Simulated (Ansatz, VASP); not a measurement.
## Sn: VASP beside Ansatz

Aim: how closely do two programs agree when they are given the same cell, functional and k mesh? The cell is taken from a series of runs on this material, whose earlier steps may have relaxed, scaled, displaced or heated it; both programs get it as it stands.

Calculated with Ansatz 0.2.0; plane waves, with VASP 6.6.1 beside it; zone-centre phonons at PBEsol.

### Step 1. The structure

It takes space group R-3m (No. 166, trigonal). The conventional cell has a = 4.717 Å, b = 4.717 Å, c = 11.197 Å, α = 90.00°, β = 90.00°, γ = 120.00°. Sn has 4 Sn at 2.84 to 2.87 Å nearest.

### Step 2. VASP: zone-centre phonons, PBEsol

Second derivatives magnify differences that forces hide, and they need a tight electronic threshold.

Lines of VASP's logs that name or quote its potential files are left out, and so is its time.

INCAR

```
SYSTEM = Sn
PREC = Accurate
ENCUT = 500
EDIFF = 1E-08
NELM = 120
ISMEAR = 1
SIGMA = 0.2
LREAL = .FALSE.
ALGO = Normal
GGA = PS
NBANDS = 20
LORBIT = 11
LWAVE = .FALSE.
LCHARG = .FALSE.
ISIF = 2
IBRION = 8
LASPH = .TRUE.
GGA_COMPAT = .FALSE.
KPAR = 2
```

POSCAR

```
Sn
1.0
   -0.0690091489      3.2666838991      3.2666838991
    3.2666838991     -0.0690091489      3.2666838991
    3.2666838991      3.2666838991     -0.0690091489
Sn
2
Direct
    0.4981676486      0.4981676486      0.4981676486
    0.7518323514      0.7518323514      0.7518323514
```

KPOINTS

```
Automatic mesh
0
Gamma
12 12 12
0 0 0
```

PAW data sets: Sn_d (PBE family, release 64).

On the command line:

```bash
$ mpirun -np 2 vasp_std
```

Numbers of over 12 decimals in the logs are rounded to 6 here.

The log of the run:

```text
[banner, memory and clock lines left out]
running    2 mpi-ranks, on    1 nodes
 distrk:  each k-point on    1 cores,    2 groups
 distr:  one band on    1 cores,    1 groups

 POSCAR found type information on POSCAR Sn
 POSCAR found :  1 types and       2 ions
|                                                                             |
|               ----> ADVICE to this user running VASP <----                  |
|                                                                             |
|     You enforced a specific xc type in the INCAR file but a different       |
|     [... a line on the potential file left out ...]
|     I HOPE YOU KNOW WHAT YOU ARE DOING!                                     |
|                                                                             |

 LDA part: xc-table for (Slater+PW92), standard interpolation
 POSCAR, INCAR and KPOINTS ok, starting setup
 FFT: planning ... GRIDC
 FFT: planning ... GRID_SOFT
 FFT: planning ... GRID
 WAVECAR not read
 entering main loop
       N       E                     dE             d eps       ncg     rms          rms(c)
DAV:   1     0.219030657514E+03    0.21903E+03   -0.14766E+04  7592   0.196E+03
DAV:   2     0.144838657118E+02   -0.20455E+03   -0.20062E+03  7572   0.433E+02
DAV:   3    -0.780529602121E+01   -0.22289E+02   -0.22148E+02  8704   0.141E+02
DAV:   4    -0.851699821546E+01   -0.71170E+00   -0.71128E+00  8532   0.284E+01
DAV:   5    -0.854190097411E+01   -0.24903E-01   -0.24902E-01 10432   0.519E+00    0.303E+00
DAV:   6    -0.847939071356E+01    0.62510E-01   -0.42545E-02 10184   0.273E+00    0.171E+00
DAV:   7    -0.844953222650E+01    0.29858E-01   -0.50589E-02  8564   0.256E+00    0.164E-01
DAV:   8    -0.845038088082E+01   -0.84865E-03   -0.68997E-03  8280   0.101E+00    0.535E-02
DAV:   9    -0.845063712273E+01   -0.25624E-03   -0.33101E-04  9404   0.135E-01    0.151E-02
DAV:  10    -0.845066139696E+01   -0.24274E-04   -0.32527E-05  8660   0.504E-02    0.524E-03
DAV:  11    -0.845066360273E+01   -0.22058E-05   -0.37241E-06  9364   0.138E-02    0.158E-03
DAV:  12    -0.845066365700E+01   -0.54271E-07   -0.45025E-07  8596   0.546E-03    0.631E-04
DAV:  13    -0.845066367153E+01   -0.14527E-07   -0.34627E-08  7440   0.128E-03    0.210E-04
DAV:  14    -0.845066368321E+01   -0.11677E-07   -0.44742E-09  5136   0.555E-04    0.809E-05
DAV:  15    -0.845066368131E+01    0.19022E-08   -0.93701E-10  4480   0.294E-04
   1 F= -.84506637E+01 E0= -.84507115E+01  d E =0.143323E-03
 Linear response reoptimize wavefunctions to high precision
DAV:   1    -0.845066368033E+01    0.97725E-09   -0.31256E-10  4668   0.182E-04
DAV:   2    -0.845066368036E+01   -0.32287E-10   -0.12098E-10  4288   0.120E-04
 Linear response DOF=           1
 Linear response progress:
  Degree of freedom:   1/  1
       N       E                     dE             d eps       ncg     rms          rms(c)
RMM:   1    -0.214360077220E+00   -0.21436E+00    0.52917E-01 23877   0.991E+00
RMM:   2    -0.220998363048E+00   -0.66383E-02   -0.19592E-02 33377   0.115E+00    0.672E-02
RMM:   3    -0.221146450808E+00   -0.14809E-03   -0.15991E-03 35176   0.320E-01    0.309E-02
RMM:   4    -0.221038074397E+00    0.10838E-03   -0.11268E-04 34894   0.964E-02    0.113E-02
RMM:   5    -0.221019824469E+00    0.18250E-04   -0.16008E-05 35615   0.325E-02    0.390E-03
RMM:   6    -0.221019772090E+00    0.52379E-07   -0.14532E-06 35593   0.944E-03    0.185E-03
RMM:   7    -0.221018380622E+00    0.13915E-05   -0.21775E-07 35083   0.340E-03    0.308E-04
RMM:   8    -0.221016060246E+00    0.23204E-05   -0.57019E-08 36395   0.122E-03    0.227E-04
RMM:   9    -0.221014350795E+00    0.17095E-05    0.44834E-08 35739   0.506E-04    0.548E-05
RMM:  10    -0.221014753755E+00   -0.40296E-06    0.68214E-09 37780   0.209E-04    0.285E-05
RMM:  11    -0.221014737541E+00    0.16214E-07    0.19736E-08 36291   0.109E-04    0.525E-06
RMM:  12    -0.221014735656E+00    0.18848E-08   -0.41802E-09 39162   0.616E-05    0.473E-06
 first order change of Fermi-energy  -0.28275E+00
 force on displaced ion       1 direction 1 :  -6.646  -0.129  -0.129
 Linear response finished
```

Parts of OUTCAR (step 2):

```text
ion  position               nearest neighbor table
   1  0.498  0.498  0.498-   2 2.84   2 2.87   2 2.87   2 2.87
   2  0.752  0.752  0.752-   1 2.84   1 2.87   1 2.87   1 2.87

  LATTYP: Found a trigonal (rhomboedric) cell.
 ALAT       =     4.6203040653
 COS(alpha) =     0.4787680315

 Subroutine GETGRP returns: Found 12 space group operations
 (whereof  6 operations were pure point group operations)

The static configuration has the point symmetry C_3v.
 The point group associated with its full space group is D_3d.

 Found    189 irreducible k-points:

   k-points           NKPTS =    189   k-points in BZ     NKDIM =    189   number of bands    NBANDS=     20

   dimension x,y,z NGX =    36 NGY =   36 NGZ =   36
   dimension x,y,z NGXF=    72 NGYF=   72 NGZF=   72

   ENCUT  =  500.0 eV  36.75 Ry    6.06 a.u.   8.42  8.42  8.42*2*pi/ulx,y,z

   NELECT =      28.0000    total number of electrons

 k-points in reciprocal lattice and weights: Automatic mesh
   0.00000000  0.00000000  0.00000000       0.001
   0.08333333 -0.00000000 -0.00000000       0.003
   0.16666667  0.00000000 -0.00000000       0.003
   0.25000000  0.00000000 -0.00000000       0.003
   0.33333333  0.00000000  0.00000000       0.003
   0.41666667  0.00000000 -0.00000000       0.003
   0.50000000  0.00000000 -0.00000000       0.002
   0.08333333  0.08333333 -0.00000000       0.003
   0.16666667  0.08333333 -0.00000000       0.007
[...]
-0.41666667  0.50000000  0.41666667       0.003
   0.50000000  0.50000000  0.50000000       0.001

 average (electrostatic) potential at core
       1-101.7888       2-101.7888

  Total       -0.5191434     -0.5191434     -0.5191434      0.2441775      0.2441775      0.2441775
  in kB      -11.5637941    -11.5637941    -11.5637941      5.4389954      5.4389954      5.4389954
  external PRESSURE =     -11.5637941 kB  Pullay stress =       0.0000000 kB

  energy-cutoff  :      500.00
  volume of cell :       71.93
      direct lattice vectors                 reciprocal lattice vectors
    -0.069009149  3.266683899  3.266683899    -0.148293722  0.151494054  0.151494054
     3.266683899 -0.069009149  3.266683899     0.151494054 -0.148293722  0.151494054
     3.266683899  3.266683899 -0.069009149     0.151494054  0.151494054 -0.148293722

 POSITION                                       TOTAL-FORCE (eV/Angst)
 -----------------------------------------------------------------------------------
      3.22033      3.22033      3.22033         0.000678      0.000678      0.000678
      4.86011      4.86011      4.86011        -0.000678     -0.000678     -0.000678
 -----------------------------------------------------------------------------------
    total drift:                               -0.000000     -0.000000      0.000000

 Eigenvectors and eigenvalues of the dynamical matrix
 ----------------------------------------------------

   1 f  =    5.331842 THz    33.500949 2PiTHz  177.851095 cm-1    22.050715 meV
             X         Y         Z           dx          dy          dz
      3.220334  3.220334  3.220334     0.408248    0.408248    0.408248
      4.860114  4.860114  4.860114    -0.408248   -0.408248   -0.408248

   2 f  =    5.180430 THz    32.549602 2PiTHz  172.800545 cm-1    21.424527 meV
             X         Y         Z           dx          dy          dz
      3.220334  3.220334  3.220334     0.500000   -0.500000    0.000000
      4.860114  4.860114  4.860114    -0.500000    0.500000   -0.000000

   3 f  =    5.180430 THz    32.549602 2PiTHz  172.800545 cm-1    21.424527 meV
             X         Y         Z           dx          dy          dz
      3.220334  3.220334  3.220334     0.288675    0.288675   -0.577350
      4.860114  4.860114  4.860114    -0.288675   -0.288675    0.577350

   4 f  =    0.000000 THz     0.000001 2PiTHz    0.000003 cm-1     0.000000 meV
             X         Y         Z           dx          dy          dz
      3.220334  3.220334  3.220334    -0.011921    0.065075    0.704005
      4.860114  4.860114  4.860114    -0.011921    0.065075    0.704005

   5 f/i=    0.000000 THz     0.000000 2PiTHz    0.000001 cm-1     0.000000 meV
             X         Y         Z           dx          dy          dz
      3.220334  3.220334  3.220334     0.696522   -0.119729    0.022861
      4.860114  4.860114  4.860114     0.696522   -0.119729    0.022861

   6 f/i=    0.000000 THz     0.000000 2PiTHz    0.000002 cm-1     0.000000 meV
             X         Y         Z           dx          dy          dz
      3.220334  3.220334  3.220334    -0.121307   -0.693852    0.062082
      4.860114  4.860114  4.860114    -0.121307   -0.693852    0.062082

 ELASTIC MODULI CONTR FROM IONIC RELAXATION (kBar)
 Direction    XX          YY          ZZ          XY          YZ          ZX
 --------------------------------------------------------------------------------
 XX          -1.1048     -0.9823     -0.9823     -6.1175    -10.7750     -6.6308
 YY          -0.9823     -1.1048     -0.9823     -6.6308     -6.1175    -10.7750
 ZZ          -0.9823     -0.9823     -1.1048    -10.7750     -6.6308     -6.1175
 XY          -6.1175     -6.6308    -10.7750   -166.4947     -6.8930     -6.8930
 YZ         -10.7750     -6.1175     -6.6308     -6.8930   -166.4947     -6.8930
 ZX          -6.6308    -10.7750     -6.1175     -6.8930     -6.8930   -166.4947
 --------------------------------------------------------------------------------
```

### Step 3. Ansatz: zone-centre phonons, PBEsol

Ansatz runs on its PAW soft_1 files.

The same cell, functional, mesh and smearing now go to Ansatz, which takes its cutoff from its data sets.

input.yaml

```yaml
crystal:
  lattice:
    - [-0.0690091489, 3.2666838991, 3.2666838991]
    - [3.2666838991, -0.0690091489, 3.2666838991]
    - [3.2666838991, 3.2666838991, -0.0690091489]
  atoms:
    - { symbol: Sn, position: [0.4981676486, 0.4981676486, 0.4981676486] }
    - { symbol: Sn, position: [0.7518323514, 0.7518323514, 0.7518323514] }
kpoints:
  mp_grid: { grid: [12, 12, 12] }
hamiltonian:
  xc: pbesol
  pseudopotentials: { kind: paw, azcp: { folder: soft_1 }, xc_functional: pbe }
scf:
  occupations: { method: methfessel_paxton, width: 0.2 }
output:
  eigenvalues: true
phonons:
  method: dfpt
```

On the command line:

```bash
$ ansatz run input.yaml --threads 4 --pin off --max-ram 10240MiB --backend cpu --events-out ev --progress --plain --runs-dir out
```

The log of the run:

```text
Engine: ansatz 0.2.0, x86_64-unknown-linux-gnu
Pseudopotentials: kind: paw
Pseudopotential: Sn, paw, valence charge 14, recommended cutoff 420 eV (normal), soft_1/Sn.paw.azcp
Functional definition: PBEsol
  exchange = pbesol_x
  correlation = pbesol_c
Crystal: 2 atoms, lattice volume = 71.928 Å³
Basis set: ecut = 420 eV, 1411 PW (Γ), exchange–correlation on 64×64×64 points (8 copies of the dense FFT grid, shifted against one another)
Bands: 18, of which v1, the nominal top of the filled ones, is band 14 counted from 1 (13 counted from 0)
Symmetry: 12 space group operations
k-points: 476 of 1728 (irreducible under 2 space group operations, time reversal used)
Non-local potential: Sn, projectors of the file, l = 0: 2, l = 1: 2, l = 2: 2, l = 3: 1
PAW form: soft (Blöchl's): semilocal exchange-correlation on the pseudo side does not see the compensation charge
PAW frozen core: Sn, regenerated for the run's functional, and the local potential with it (the file was generated under x = pbe(κ = 0.804, μ = 0.219515), c = pbe(β = 0.066725))
PAW one-centre angular grid: Sn, 590 points (default); XC on 64 Gauss nodes
Initial density: superposition of atomic densities (chi_scale 0.1, normalization cell)
Initial wavefunctions: pseudopotential atomic-orbital guess
Functional: x = pbesol(κ = 0.804, μ = 0.123457), c = pbesol(β = 0.046)
SCF iter   1: F=—  HF=-11899.698244 eV  |F-HF|=—  |Δ(HF+E_count)|=         —  Δρ=2.03e-2  dr2=3.18e-1  ethr=3.10e-3  ⟨swp⟩=5.5  Hψ=44404  notcnv=0
preconditioner: auto → Kerker (q_TF=auto, 2.331 Å⁻¹)  [metal: Δε(μ)=0.025 eV  Ē_g=19.761 eV  σ=0.200 eV  W_gap=0.11  n_scr=14 (ndim 8)  ℏωp=23.2 eV  f_vac=0.012  D(μ)=0.16/eV (n_scr^D=0)]
SCF iter   2: F=—  HF=-11899.658894 eV  |F-HF|=—  |Δ(HF+E_count)|=   3.94e-2  S|Δr|=    0.00e0  Δρ=1.33e-2  dr2=1.52e-1  ethr=1.14e-3  ⟨swp⟩=1.0  Hψ=12377  notcnv=0
SCF iter   3: F=—  HF=-11899.629731 eV  |F-HF|=—  |Δ(HF+E_count)|=   2.92e-2  S|Δr|=    0.00e0  Δρ=2.42e-3  dr2=1.23e-2  ethr=5.45e-4  ⟨swp⟩=1.0  Hψ=8568  notcnv=0
SCF iter   4: F=—  HF=-11899.630527 eV  |F-HF|=—  |Δ(HF+E_count)|=   7.96e-4  S|Δr|=    0.00e0  Δρ=1.31e-3  dr2=2.54e-3  ethr=4.40e-5  ⟨swp⟩=2.0  Hψ=10438  notcnv=0
SCF iter   5: F=—  HF=-11899.631703 eV  |F-HF|=—  |Δ(HF+E_count)|=   1.18e-3  S|Δr|=    0.00e0  Δρ=2.81e-4  dr2=7.50e-5  ethr=9.06e-6  ⟨swp⟩=2.0  Hψ=10480  notcnv=0
SCF iter   6: F=—  HF=-11899.631782 eV  |F-HF|=—  |Δ(HF+E_count)|=   7.97e-5  S|Δr|=    0.00e0  Δρ=5.51e-5  dr2=1.73e-6  ethr=2.68e-7  ⟨swp⟩=2.1  Hψ=10810  notcnv=0
SCF iter   7: F=—  HF=-11899.631790 eV  |F-HF|=—  |Δ(HF+E_count)|=   7.61e-6  S|Δr|=    0.00e0  Δρ=1.16e-5  dr2=1.17e-7  ethr=6.17e-9  ⟨swp⟩=2.0  Hψ=10517  notcnv=0
SCF iter   8: F=—  HF=-11899.631790 eV  |F-HF|=—  |Δ(HF+E_count)|=   2.47e-7  S|Δr|=    0.00e0  Δρ=3.85e-6  dr2=1.69e-8  ethr=4.19e-10  ⟨swp⟩=3.0  Hψ=15706  notcnv=0
SCF iter   9: F=—  HF=-11899.631790 eV  |F-HF|=—  |Δ(HF+E_count)|=   1.05e-8  S|Δr|=    0.00e0  Δρ=1.54e-6  dr2=2.83e-9  ethr=6.04e-11  ⟨swp⟩=2.1  Hψ=10979  notcnv=0
SCF iter  10: F=—  HF=-11899.631790 eV  |F-HF|=—  |Δ(HF+E_count)|=   1.75e-9  S|Δr|=    0.00e0  Δρ=6.21e-7  dr2=3.82e-10  ethr=1.01e-11  ⟨swp⟩=2.0  Hψ=10434  notcnv=0
SCF iter  11: F=—  HF=-11899.631790 eV  |F-HF|=—  |Δ(HF+E_count)|=  4.26e-10  S|Δr|=    0.00e0  Δρ=1.32e-7  dr2=1.78e-11  ethr=1.36e-12  ⟨swp⟩=2.0  Hψ=10499  notcnv=0
SCF iter  12: F=-11899.631790 eV  HF=-11899.631790 eV  |F-HF|=0.00e0  |Δ(HF+E_count)|=  2.73e-11  S|Δr|=    0.00e0  Δρ=6.58e-8  dr2=2.49e-12  ethr=1.00e-12  ⟨swp⟩=6.7  Hψ=39592  notcnv=0
SCF 1 converged in 12 iterations: F = -11899.631790 eV  dr2 = 2.49e-12
  greatest PAW one-centre occupation: 0.991 electrons in one spin orbital (limit 2), on the Sn atom at site 1 (counted from 0), in its partial waves of l = 2
DFPT response loops at Γ: preconditioner auto → Kerker (q_TF=auto, 2.331 Å⁻¹) (partly filled bands, converged f_vac=0.094); β = 1.00, the filter's whole step (`scf.mixing.beta` (0.50) is not read by the response loops under this deck's `scf.mixing.preconditioner`; to damp them name `kerker` or `kerker_dos`, under which they read `scf.mixing.beta`, and type it under 1.00, their step now; both keys bind the ground state too); Broyden in place of MSR1
SCF converged after 12 iterations
Stability not checked: this state was not tested for a lower state beside it, because cold or Methfessel-Paxton smearing, or corrected tetrahedra, fill the levels in a way that the test cannot read (fill_not_monotonic; see scf.lower_state_search)
Free energy (F): -11899.631790 eV
Harris-Foulkes:  -11899.631790 eV  (|F-HF|=0.00e0)
Internal energy: -11899.631931 eV  (E = F + TS)
E sigma→0 (E₀):  -11899.631826 eV
Entropy (-TS):   0.000141 eV (0.071 meV/atom)
Fermi energy:    7.075857 eV
Step filling:    the computed levels leave a gap of 0.0409 eV = 0.2 smearing widths at the electron count; against every level under it full and every level over it empty, smearing changes F+E_penalty+E_count by +0.066 meV and its σ→0 estimate by +0.031 meV
--- Per-component energies (eV) ---
  E_band       = -265.002723
  E_kinetic    = 336.001689
  E_local      = -2684.699431  (includes V_loc(G=0)·N_el)
  E_nonlocal   = 293.686191
  E_hartree    = 1299.076651
  E_xc         = -248.561336
  E_vxc        = -159.764108  (∫ρ·V_xc dr)
  E_paw        = -8592.487594  (= ΣΔE_a)
  E_vpaw       = -648.380966  (= ΣTr[D̂ρ^β])
  E_aug_tail   = 0.000582  (compensation charges beyond the density's cutoff)
  E_ewald      = -2303.218362
  E_core_change = 0.569679  (= ΣΔE_core)
  E_smearing   = 0.000141  (= −TS)
  E_closure    = -0.000000  (closes the sum)
  Σ components = -11899.631790   (vs F -11899.631790, Δ=0.00e0)
--- Band table (eV; the first three rows and the last of 476) ---
  k-point 0: bands = [... 10 lower, -3.2037, 6.0226, 7.1013, 7.1013, 7.3337, 9.1747, 9.1747, 9.3819]
  k-point 1: bands = [... 10 lower, -3.1408, 5.3030, 6.9791, 7.1767, 7.4530, 9.3415, 9.4392, 9.5312]
  k-point 2: bands = [... 10 lower, -2.9551, 4.1595, 6.7134, 6.8856, 7.5264, 9.7092, 9.8265, 10.2764]
  k-point 475: bands = [... 10 lower, -1.5741, 0.9936, 5.9263, 5.9263, 6.6754, 10.1723, 10.1723, 12.5068]
--- Phonons (Γ-DFPT): 1 representative perturbation + reference, on 476 of 1728 k-points (Σ response iterations 3) ---
  k mesh reduced under 2 symmetry operations, with k and −k counted as one. Each operation leaves every solved perturbation unchanged. A smaller set is not used because it would not reduce the number of displacements times k-points to solve
  ASR residual: 1.656e-5 → 0.000e0 eV/Å²; symmetrization residual: 3.190e-12 eV/Å²
  ASR residual per site (eV/Å²): 1.66e-5 1.66e-5
  Γ frequencies (cm⁻¹): 0.00 0.00 0.00 172.49 172.49 177.68
  non-analytic LO–TO correction: not included (Born effective charges unavailable; polar crystals: no LO–TO splitting at Γ)
```

### Step 4. Differences

Known differences besides the potentials themselves: the cutoff is 420 eV in Ansatz and 500 eV in VASP; Ansatz makes its cores anew for this functional, VASP keeps those of its PBE data sets. Total energies have different zeros and are not compared.

Compared:

```tsv
quantity	Ansatz	VASP	difference
optical mode 1 to 2 (cm⁻¹)	172.5	172.8	-0.18 %
optical mode 3 (cm⁻¹)	177.7	177.9	-0.10 %
```

Modes are paired by rising frequency, not by their patterns, so a pair may set unlike modes beside each other; they are those without the splitting of longitudinal modes.

### Step 5. Outcome

```
r.m.s. difference of the optical zone-centre modes, each program's sorted by frequency (zone-centre phonons, PBEsol) : 0.27 cm⁻¹
```

The r.m.s. difference of the optical zone-centre modes, each program's sorted by frequency is 0.27 cm⁻¹ (zone-centre phonons, PBEsol). Such differences can come from data sets, numerical settings and the points named under the comparisons, not from the functional's error against experiment.

[Lines on the potential files, build, host, timing and source positions are cut from VASP's logs without a mark.]

[Logs are printed without paths, hosts, clocks, repeated set-up lines and the standing remarks that a program may print on its own settings, such as how far it seeks lower states.]

[Hosts, paths, dates, database ids (printed as entryN), source tags and the programs' standing remarks are cut or masked in the printed files.]
